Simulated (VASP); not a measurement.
Method: PBE GGA, VASP's PBE PAW potentials (set 64) (plane waves; VASP 6.6.1).

The input files of a VASP run:

**INCAR**
```
LWAVE=.False.
SYSTEM=ZnS
SIGMA=0.05   # width (eV)
ICHARG=11   # fixed density
NELM=100
ISMEAR=0
GGA=PE   # PBE
PREC=Accurate
LMAXMIX=4
LREAL=.False.   # projection in real space or not
LORBIT=11   # lm-projected
ALGO=Normal
EDIFF=1E-7
ENCUT=400   # plane-wave cut-off (eV)
LASPH=.True.   # aspherical one-centre terms
LCHARG=.False.
```

File KPOINTS:
```
k-points along high-symmetry lines
15
Line-mode
Reciprocal
  0.000000   0.000000   0.000000 ! GAMMA
 -0.500000  -0.500000   0.000000 ! X

 -0.500000  -0.500000   0.000000 ! X
 -0.375000  -0.375000   0.250000 ! U

 -0.375000   0.000000   0.375000 ! K
  0.000000   0.000000   0.000000 ! GAMMA

  0.000000   0.000000   0.000000 ! GAMMA
  0.000000   0.000000   0.500000 ! L

  0.000000   0.000000   0.500000 ! L
 -0.500000  -0.250000   0.250000 ! W

 -0.500000  -0.250000   0.250000 ! W
 -0.500000  -0.500000   0.000000 ! X
```

File POSCAR:
```
ZnS
1
    0.0000000000     2.7205248772     2.7205248772
    2.7205248772    -0.0000000000     2.7205248772
    2.7205248772     2.7205248772    -0.0000000000
Zn S
1 1
Direct
  0.0000000000   0.0000000000   0.0000000000
  0.2500000000   0.2500000000   0.2500000000
```

POTCAR, in this order: Zn S (PBE.64 set). Program: vasp_std. Read from the step before: CHGCAR.

Output

File OSZICAR:
```
       N       E                     dE             d eps       ncg     rms          rms(c)
DAV:   1     0.786034549701E+02    0.78603E+02   -0.79862E+03  2348   0.138E+03
DAV:   2    -0.101664653666E+01   -0.79620E+02   -0.75456E+02  2595   0.255E+02
DAV:   3    -0.584942241916E+01   -0.48328E+01   -0.48115E+01  2825   0.659E+01
DAV:   4    -0.590116024302E+01   -0.51738E-01   -0.51723E-01  2675   0.719E+00
DAV:   5    -0.590190403008E+01   -0.74379E-03   -0.74377E-03  2845   0.821E-01
DAV:   6    -0.590192016350E+01   -0.16133E-04   -0.16133E-04  2775   0.120E-01
DAV:   7    -0.590192058072E+01   -0.41722E-06   -0.41727E-06  2890   0.190E-02
DAV:   8    -0.590192059083E+01   -0.10104E-07   -0.10091E-07  2074   0.316E-03
   1 F= -.59019206E+01 E0= -.59019206E+01  d E =-.113285E-12
```

OUTCAR:
```
 val. band max:        1.9185573621   @ k =   0.0000   0.0000   0.0000

 cond. band min:       3.9421529781   @ k =   0.0000   0.0000   0.0000



 k-point     1 :       0.0000    0.0000    0.0000
  band No.  band energies     occupation
      1     -11.0821      2.00000
      2      -4.3383      2.00000
      3      -4.3383      2.00000
      4      -4.3383      2.00000
      5      -3.8635      2.00000
      6      -3.8635      2.00000
      7       1.9186      2.00000
      8       1.9186      2.00000
      9       1.9186      2.00000
     10       3.9422      0.00000
     11       8.3270      0.00000
     12       8.3270      0.00000
     13       8.3270      0.00000

 k-point     2 :      -0.0357   -0.0357    0.0000
  band No.  band energies     occupation
      1     -11.0695      2.00000
      2      -4.3398      2.00000
      3      -4.3351      2.00000
      4      -4.3351      2.00000
      5      -3.8649      2.00000
      6      -3.8626      2.00000
      7       1.7856      2.00000
      8       1.8827      2.00000
      9       1.8827      2.00000
     10       4.0873      0.00000
     11       8.2555      0.00000
     12       8.3806      0.00000
     13       8.3806      0.00000

 k-point     3 :      -0.0714   -0.0714    0.0000
  band No.  band energies     occupation
      1     -11.0321      2.00000
      2      -4.3444      2.00000
      3      -4.3259      2.00000
      4      -4.3259      2.00000
      5      -3.8691      2.00000
      6      -3.8600      2.00000
      7       1.4653      2.00000
      8       1.7796      2.00000
      9       1.7796      2.00000
     10       4.4413      0.00000
     11       8.0592      0.00000
     12       8.5370      0.00000
     13       8.5370      0.00000

 k-point     4 :      -0.1071   -0.1071    0.0000
  band No.  band energies     occupation
      1     -10.9709      2.00000
      2      -4.3512      2.00000
      3      -4.3106      2.00000
      4      -4.3106      2.00000
...
```

The density is held fixed in this step, so its total energy and stress have no physical meaning.

The compound is ZnS in the zinc blende structure. It was relaxed first.
